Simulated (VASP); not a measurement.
```
CELL_PARAMETERS angstrom
      0.00000     2.94071     2.94071
      2.94071     0.00000     2.94071
      2.94071     2.94071     0.00000
ATOMIC_POSITIONS crystal
  Al 0.25000 0.25000 0.25000
  Al 0.75000 0.75000 0.75000
  Pt 0.00000 0.00000 0.00000
```

Computed with PBE GGA with D3 dispersion (Becke-Johnson damping), VASP's PBE PAW potentials (set 64) (plane waves; VASP). Run with 520 eV cut-off, 10×10×10 Γ-centred mesh, tetrahedra with Blöchl corrections, potentials Al Pt.

Unless said otherwise, spin-orbit coupling is left out, though it shifts the bands of the heavy elements here.

Task: Estimate the energy per atom (σ→0), band gap (on the k-mesh) with the smallest direct gap where there is one.

Result: 
| Quantity | Result |
|---|---|
| band gap (on the k-mesh) | none (metal, semimetal or under 0.01 eV) |
| energy per atom (σ→0) | -5.846 eV/atom |

Total energies compare only between runs with the same potentials, cut-off and functional.

The compound is PtAl2 in the fluorite structure. It was relaxed first.
